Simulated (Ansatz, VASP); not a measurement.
# FeSi2 (Linzhiite) in two plane-wave programs

One calculation is typed for both programs; each brings its own data sets. How far apart do they land? The cell is taken from a series of runs on this material, whose earlier steps may have relaxed, scaled, displaced or heated it; both programs get it as it stands.

Main program and level: Ansatz 0.2.0; plane waves, with VASP 6.6.1 beside it; zone-centre phonons at PBEsol.

## Step 1: Set-up

Symmetry: P4/mmm, No. 123, tetragonal system. Conventional cell: a = 2.676 Å, b = 2.676 Å, c = 5.107 Å, α = 90.00°, β = 90.00°, γ = 90.00°. Nearest to Si lie 1 Si at 2.33 Å and 4 Fe at 2.35 Å. Fe has 8 Si at 2.35 Å nearest. Farther neighbours are not listed.

## Step 2: VASP: zone-centre phonons, PBEsol

Second derivatives magnify differences that forces hide, and they need a tight electronic threshold.

Lines of VASP's logs that name or quote its potential files are left out, and so is its time.

Contents of INCAR:

```
SYSTEM = FeSi2
PREC = Accurate
ENCUT = 600
EDIFF = 1E-08
NELM = 120
ISMEAR = 1
SIGMA = 0.2
LREAL = .FALSE.
ALGO = Normal
GGA = PS
NBANDS = 14
LASPH = .TRUE.
LORBIT = 11
LWAVE = .FALSE.
LCHARG = .FALSE.
ISIF = 2
IBRION = 8
GGA_COMPAT = .FALSE.
KPAR = 2
```

Contents of POSCAR:

```
FeSi2
1.0
    2.6758240265      0.0000000000      0.0000000000
    0.0000000000      2.6758240265      0.0000000000
    0.0000000000      0.0000000000      5.1069498364
Si Fe
2 1
Direct
    0.5000000000      0.5000000000      0.2719751077
    0.5000000000      0.5000000000      0.7280248923
    0.0000000000      0.0000000000      0.0000000000
```

Contents of KPOINTS:

```
Automatic mesh
0
Gamma
16 16 8
0 0 0
```

The projector-augmented-wave data sets are Si and Fe (PBE family, release 64).

Run with:

```console
$ mpirun -np 2 vasp_std
```

Numbers of over 12 decimals in the logs are rounded to 6 here.

The log of the run:

```text
[banner, memory and clock lines left out]
running    2 mpi-ranks, on    1 nodes
 distrk:  each k-point on    1 cores,    2 groups
 distr:  one band on    1 cores,    1 groups

 POSCAR found type information on POSCAR SiFe
 POSCAR found :  2 types and       3 ions
|                                                                             |
|               ----> ADVICE to this user running VASP <----                  |
|                                                                             |
|     You enforced a specific xc type in the INCAR file but a different       |
|     [... a line on the potential file left out ...]
|     I HOPE YOU KNOW WHAT YOU ARE DOING!                                     |
|                                                                             |

 LDA part: xc-table for (Slater+PW92), standard interpolation
 POSCAR, INCAR and KPOINTS ok, starting setup
 FFT: planning ... GRIDC
 FFT: planning ... GRID_SOFT
 FFT: planning ... GRID
 WAVECAR not read
 entering main loop
       N       E                     dE             d eps       ncg     rms          rms(c)
DAV:   1     0.669868470247E+02    0.66987E+02   -0.77724E+03  6348   0.130E+03
DAV:   2    -0.194486924865E+02   -0.86436E+02   -0.76925E+02  6438   0.232E+02
DAV:   3    -0.236508773011E+02   -0.42022E+01   -0.40221E+01  8510   0.562E+01
DAV:   4    -0.237542598177E+02   -0.10338E+00   -0.10212E+00  7192   0.810E+00
DAV:   5    -0.237569460669E+02   -0.26862E-02   -0.26856E-02  8650   0.142E+00    0.178E+01
DAV:   6    -0.267977111026E+02   -0.30408E+01   -0.19864E+01  8108   0.106E+02    0.198E+01
DAV:   7    -0.221023779953E+02    0.46953E+01   -0.16236E+01  8400   0.940E+01    0.518E+00
DAV:   8    -0.219855865555E+02    0.11679E+00   -0.69243E-01  8512   0.852E+00    0.188E+00
DAV:   9    -0.219526334720E+02    0.32953E-01   -0.72893E-02  8484   0.550E+00    0.710E-01
DAV:  10    -0.219509256864E+02    0.17078E-02   -0.48152E-03  7812   0.646E-01    0.112E-01
DAV:  11    -0.219509062832E+02    0.19403E-04   -0.22537E-04  8714   0.213E-01    0.656E-02
DAV:  12    -0.219508989658E+02    0.73174E-05   -0.21537E-05  8322   0.530E-02    0.109E-02
DAV:  13    -0.219508987710E+02    0.19486E-06   -0.17241E-06  8764   0.167E-02    0.662E-03
DAV:  14    -0.219508988757E+02   -0.10477E-06   -0.23182E-07  7512   0.370E-03    0.257E-03
DAV:  15    -0.219508988525E+02    0.23292E-07   -0.56682E-08  8580   0.351E-03    0.797E-04
DAV:  16    -0.219508988565E+02   -0.40109E-08   -0.39746E-09  4248   0.570E-04
   1 F= -.21950899E+02 E0= -.21951243E+02  d E =0.103183E-02
 Linear response reoptimize wavefunctions to high precision
DAV:   1    -0.219508988514E+02    0.50557E-08   -0.89229E-10  4926   0.418E-04
DAV:   2    -0.219508988514E+02   -0.20123E-10   -0.20175E-10  3984   0.149E-04
 Linear response DOF=           4
 Linear response progress:
  Degree of freedom:   1/  4
       N       E                     dE             d eps       ncg     rms          rms(c)
RMM:   1    -0.122399125626E-01   -0.12240E-01   -0.20596E-04 36345   0.869E-01
RMM:   2    -0.114601270503E-01    0.77979E-03   -0.38882E-04 22191   0.393E-01    0.685E-02
RMM:   3    -0.115289809158E-01   -0.68854E-04   -0.25816E-04 27103   0.125E-01    0.381E-02
RMM:   4    -0.116310010650E-01   -0.10202E-03   -0.35870E-05 25219   0.519E-02    0.571E-03
RMM:   5    -0.116301166576E-01    0.88441E-06   -0.65589E-06 28482   0.165E-02    0.315E-03
RMM:   6    -0.116088401362E-01    0.21277E-04   -0.10647E-06 26966   0.768E-03    0.116E-03
RMM:   7    -0.116158082395E-01   -0.69681E-05   -0.14741E-07 25537   0.315E-03    0.366E-04
RMM:   8    -0.116158668610E-01   -0.58622E-07   -0.36383E-09 26321   0.112E-03    0.228E-04
RMM:   9    -0.116157327289E-01    0.13413E-06   -0.95900E-09 27819   0.375E-04    0.366E-05
RMM:  10    -0.116155666029E-01    0.16613E-06   -0.24122E-10 28674   0.115E-04    0.140E-05
RMM:  11    -0.116156669187E-01   -0.10032E-06   -0.27787E-11 28194   0.413E-05    0.515E-06
RMM:  12    -0.116156376390E-01    0.29280E-07   -0.81527E-11 28158   0.224E-05    0.170E-06
RMM:  13    -0.116156340220E-01    0.36170E-08   -0.52297E-11 29460   0.144E-05    0.510E-07
 first order change of Fermi-energy   0.25984E-04
 force on displaced ion       1 direction 1 :  -4.972   0.000  -0.001
 Linear response progress:
  Degree of freedom:   2/  4
       N       E                     dE             d eps       ncg     rms          rms(c)
RMM:   1    -0.333928368250E-01   -0.33393E-01    0.10173E-01 14505   0.166E+00
RMM:   2    -0.312316545659E-01    0.21612E-02   -0.16167E-03  8639   0.652E-01    0.184E-01
RMM:   3    -0.316846512732E-01   -0.45300E-03   -0.15886E-03  7932   0.492E-01    0.238E-01
RMM:   4    -0.312555060184E-01    0.42915E-03   -0.74512E-04  7405   0.376E-01    0.756E-02
RMM:   5    -0.313616630169E-01   -0.10616E-03   -0.16484E-04 10194   0.902E-02    0.243E-02
RMM:   6    -0.313808398841E-01   -0.19177E-04   -0.12911E-05  9689   0.294E-02    0.962E-03
RMM:   7    -0.313899124951E-01   -0.90726E-05   -0.19567E-06  8963   0.164E-02    0.158E-03
RMM:   8    -0.313892485877E-01    0.66391E-06   -0.63084E-07 10686   0.614E-03    0.682E-04
RMM:   9    -0.313886015386E-01    0.64705E-06   -0.60548E-08 10440   0.168E-03    0.422E-04
RMM:  10    -0.313887139626E-01   -0.11242E-06   -0.30961E-09 10290   0.578E-04    0.694E-05
RMM:  11    -0.313887019505E-01    0.12012E-07   -0.27311E-09 10420   0.208E-04    0.264E-05
RMM:  12    -0.313886706702E-01    0.31280E-07   -0.99180E-10 10387   0.797E-05    0.798E-06
RMM:  13    -0.313886691464E-01    0.15238E-08   -0.96726E-10 10374   0.362E-05    0.305E-06
 first order change of Fermi-energy   0.24337E-02
 force on displaced ion       1 direction 3 :   0.000   0.000 -19.709
 Linear response progress:
  Degree of freedom:   3/  4
       N       E                     dE             d eps       ncg     rms          rms(c)
RMM:   1    -0.164427526596E+00   -0.16443E+00   -0.85400E-02 18740   0.254E+00
RMM:   2    -0.164141312133E+00    0.28621E-03   -0.19264E-03 15315   0.537E-01    0.212E-01
RMM:   3    -0.163937570155E+00    0.20374E-03   -0.35877E-04 17836   0.133E-01    0.127E-01
RMM:   4    -0.164368750783E+00   -0.43118E-03   -0.36670E-04 18189   0.137E-01    0.995E-03
RMM:   5    -0.164307783775E+00    0.60967E-04   -0.84799E-06 18376   0.253E-02    0.668E-03
RMM:   6    -0.164299363460E+00    0.84203E-05   -0.12351E-06 15169   0.141E-02    0.591E-03
RMM:   7    -0.164292371521E+00    0.69919E-05   -0.31201E-07 14711   0.873E-03    0.758E-04
RMM:   8    -0.164286826133E+00    0.55454E-05   -0.10178E-07 19056   0.225E-03    0.309E-04
RMM:   9    -0.164285914501E+00    0.91163E-06   -0.99421E-09 18084   0.715E-04    0.104E-04
RMM:  10    -0.164285063561E+00    0.85094E-06   -0.15139E-09 19088   0.250E-04    0.437E-05
RMM:  11    -0.164285133873E+00   -0.70313E-07   -0.83558E-10 19038   0.900E-05    0.121E-05
RMM:  12    -0.164285160478E+00   -0.26604E-07   -0.80472E-10 19558   0.394E-05    0.246E-06
RMM:  13    -0.164285152389E+00    0.80884E-08   -0.79716E-10 19609   0.243E-05    0.480E-07
 first order change of Fermi-energy   0.45694E-03
 force on displaced ion       3 direction 1 :  -8.970  -0.000   0.000
 Linear response progress:
  Degree of freedom:   4/  4
       N       E                     dE             d eps       ncg     rms          rms(c)
RMM:   1    -0.188000720378E+00   -0.18800E+00   -0.99545E-02 11456   0.239E+00
RMM:   2    -0.181483752400E+00    0.65170E-02   -0.24389E-03  8022   0.755E-01    0.236E-01
RMM:   3    -0.180545632511E+00    0.93812E-03   -0.17861E-03  9843   0.289E-01    0.126E-01
RMM:   4    -0.180675498578E+00   -0.12987E-03   -0.37957E-04 10122   0.110E-01    0.594E-02
RMM:   5    -0.180959495904E+00   -0.28400E-03   -0.11784E-04  9624   0.882E-02    0.118E-02
RMM:   6    -0.180969570855E+00   -0.10075E-04   -0.69997E-06  8402   0.305E-02    0.731E-03
RMM:   7    -0.180973963940E+00   -0.43931E-05   -0.24859E-06  9259   0.139E-02    0.290E-03
RMM:   8    -0.180957127205E+00    0.16837E-04   -0.59620E-07  9948   0.520E-03    0.606E-04
RMM:   9    -0.180957438843E+00   -0.31164E-06   -0.54987E-08 10109   0.188E-03    0.530E-04
RMM:  10    -0.180956337776E+00    0.11011E-05   -0.69215E-09 10656   0.476E-04    0.271E-04
RMM:  11    -0.180956393966E+00   -0.56190E-07   -0.48878E-09 10465   0.331E-04    0.446E-05
RMM:  12    -0.180956498790E+00   -0.10482E-06   -0.14911E-09 10754   0.118E-04    0.199E-05
RMM:  13    -0.180956487927E+00    0.10862E-07   -0.21653E-10 10544   0.488E-05    0.937E-06
RMM:  14    -0.180956516285E+00   -0.28358E-07   -0.63785E-10 10780   0.265E-05    0.831E-07
RMM:  15    -0.180956512851E+00    0.34337E-08   -0.64080E-10 10313   0.186E-05    0.878E-07
 first order change of Fermi-energy   0.33643E-02
 force on displaced ion       3 direction 3 :  -0.000  -0.000 -13.778
 Linear response finished
```

From OUTCAR (step 2):

```text
ion  position               nearest neighbor table
   1  0.500  0.500  0.272-   2 2.33   3 2.35   3 2.35   3 2.35   3 2.35   2 2.78
   2  0.500  0.500  0.728-   1 2.33   3 2.35   3 2.35   3 2.35   3 2.35   1 2.78
   3  0.000  0.000  0.000-   1 2.35   2 2.35   1 2.35   2 2.35   1 2.35   2 2.35   1 2.35   2 2.35

  LATTYP: Found a simple tetragonal cell.
 ALAT       =     2.6758240265
 C/A-ratio  =     1.9085522014

 Subroutine GETGRP returns: Found 16 space group operations
 (whereof 16 operations were pure point group operations)

The static configuration has the point symmetry D_4h.

 Found    225 irreducible k-points:

   k-points           NKPTS =    225   k-points in BZ     NKDIM =    225   number of bands    NBANDS=     14

   dimension x,y,z NGX =    24 NGY =   24 NGZ =   42
   dimension x,y,z NGXF=    48 NGYF=   48 NGZF=   84

   ENCUT  =  600.0 eV  44.10 Ry    6.64 a.u.   5.34  5.34 10.20*2*pi/ulx,y,z

   NELECT =      16.0000    total number of electrons

 k-points in reciprocal lattice and weights: Automatic mesh
   0.00000000  0.00000000  0.00000000       0.000
   0.06250000  0.00000000  0.00000000       0.002
   0.12500000  0.00000000  0.00000000       0.002
   0.18750000  0.00000000  0.00000000       0.002
   0.25000000  0.00000000  0.00000000       0.002
   0.31250000  0.00000000  0.00000000       0.002
   0.37500000  0.00000000  0.00000000       0.002
   0.43750000  0.00000000  0.00000000       0.002
   0.50000000  0.00000000  0.00000000       0.001
[...]
0.50000000  0.43750000  0.50000000       0.002
   0.50000000  0.50000000  0.50000000       0.000

 average (electrostatic) potential at core
       1 -79.5733       2 -79.5733       3 -39.1892

  Total        0.0923290      0.0923290      0.1049562      0.0000000      0.0000000     -0.0000000
  in kB        4.0454965      4.0454965      4.5987747      0.0000000      0.0000000     -0.0000000
  external PRESSURE =       4.2299226 kB  Pullay stress =       0.0000000 kB

  energy-cutoff  :      600.00
  volume of cell :       36.57
      direct lattice vectors                 reciprocal lattice vectors
     2.675824026  0.000000000  0.000000000     0.373716653  0.000000000  0.000000000
     0.000000000  2.675824026  0.000000000     0.000000000  0.373716653  0.000000000
     0.000000000  0.000000000  5.106949836     0.000000000  0.000000000  0.195811596

 POSITION                                       TOTAL-FORCE (eV/Angst)
 -----------------------------------------------------------------------------------
      1.33791      1.33791      1.38896         0.000000     -0.000000      0.018409
      1.33791      1.33791      3.71799        -0.000000      0.000000     -0.018409
      0.00000      0.00000      0.00000         0.000000      0.000000      0.000000
 -----------------------------------------------------------------------------------
    total drift:                                0.000000      0.000000     -0.000000

 Eigenvectors and eigenvalues of the dynamical matrix
 ----------------------------------------------------

   1 f  =   16.823293 THz   105.703868 2PiTHz  561.164653 cm-1    69.575518 meV
             X         Y         Z           dx          dy          dz
      1.337912  1.337912  1.388963     0.000000    0.000000    0.707107
      1.337912  1.337912  3.717987    -0.000000    0.000000   -0.707107
      0.000000  0.000000  0.000000     0.000000   -0.000000    0.000000

   2 f  =   10.967983 THz    68.913867 2PiTHz  365.852521 cm-1    45.359911 meV
             X         Y         Z           dx          dy          dz
      1.337912  1.337912  1.388963    -0.000000    0.000000   -0.499377
      1.337912  1.337912  3.717987    -0.000000    0.000000   -0.499377
      0.000000  0.000000  0.000000    -0.000000   -0.000000    0.707987

   3 f  =    8.849809 THz    55.604992 2PiTHz  295.197866 cm-1    36.599854 meV
             X         Y         Z           dx          dy          dz
      1.337912  1.337912  1.388963    -0.475713    0.151936    0.000000
      1.337912  1.337912  3.717987    -0.475713    0.151936   -0.000000
      0.000000  0.000000  0.000000     0.674410   -0.215397   -0.000000

   4 f  =    8.849809 THz    55.604992 2PiTHz  295.197866 cm-1    36.599854 meV
             X         Y         Z           dx          dy          dz
      1.337912  1.337912  1.388963    -0.151936   -0.475713    0.000000
      1.337912  1.337912  3.717987    -0.151936   -0.475713   -0.000000
      0.000000  0.000000  0.000000     0.215397    0.674410    0.000000

   5 f  =    6.889488 THz    43.287930 2PiTHz  229.808586 cm-1    28.492620 meV
             X         Y         Z           dx          dy          dz
      1.337912  1.337912  1.388963     0.523242   -0.475623   -0.000000
      1.337912  1.337912  3.717987    -0.523242    0.475623    0.000000
      0.000000  0.000000  0.000000     0.000000    0.000000    0.000000

   6 f  =    6.889488 THz    43.287930 2PiTHz  229.808586 cm-1    28.492620 meV
             X         Y         Z           dx          dy          dz
      1.337912  1.337912  1.388963    -0.475623   -0.523242   -0.000000
      1.337912  1.337912  3.717987     0.475623    0.523242    0.000000
      0.000000  0.000000  0.000000    -0.000000   -0.000000   -0.000000

   7 f/i=    0.001915 THz     0.012034 2PiTHz    0.063888 cm-1     0.007921 meV
             X         Y         Z           dx          dy          dz
      1.337912  1.337912  1.388963     0.179235    0.467426    0.000000
      1.337912  1.337912  3.717987     0.179235    0.467426    0.000000
      0.000000  0.000000  0.000000     0.252857    0.659423    0.000000

   8 f/i=    0.001915 THz     0.012034 2PiTHz    0.063888 cm-1     0.007921 meV
             X         Y         Z           dx          dy          dz
      1.337912  1.337912  1.388963     0.467426   -0.179235   -0.000000
      1.337912  1.337912  3.717987     0.467426   -0.179235   -0.000000
      0.000000  0.000000  0.000000     0.659423   -0.252857   -0.000000

   9 f/i=    0.002158 THz     0.013559 2PiTHz    0.071985 cm-1     0.008925 meV
             X         Y         Z           dx          dy          dz
      1.337912  1.337912  1.388963    -0.000000    0.000000   -0.500622
      1.337912  1.337912  3.717987    -0.000000    0.000000   -0.500622
      0.000000  0.000000  0.000000    -0.000000    0.000000   -0.706226

 ELASTIC MODULI CONTR FROM IONIC RELAXATION (kBar)
 Direction    XX          YY          ZZ          XY          YZ          ZX
 --------------------------------------------------------------------------------
 XX        -157.4863   -157.4863     39.0161      0.0000     -0.0000      0.0000
 YY        -157.4863   -157.4863     39.0161      0.0000     -0.0000      0.0000
 ZZ          39.0161     39.0161     -9.6660      0.0000      0.0000     -0.0000
 XY           0.0000      0.0000      0.0000      0.0000      0.0000      0.0000
 YZ          -0.0000     -0.0000      0.0000      0.0000   -545.9351      0.0000
 ZX           0.0000      0.0000     -0.0000      0.0000      0.0000   -424.1958
 --------------------------------------------------------------------------------
```

This run has no spin polarisation, so a moment on Fe, if there is one, isn't seen.

(Continued in part 2 of 2.)

[Lines on the potential files, build, host, timing and source positions are cut from VASP's logs without a mark.]

[Logs are printed without paths, hosts, clocks, repeated set-up lines and the standing remarks that a program may print on its own settings, such as how far it seeks lower states.]

[Hosts, paths, dates, database ids (printed as entryN), source tags and the programs' standing remarks are cut or masked in the printed files.]
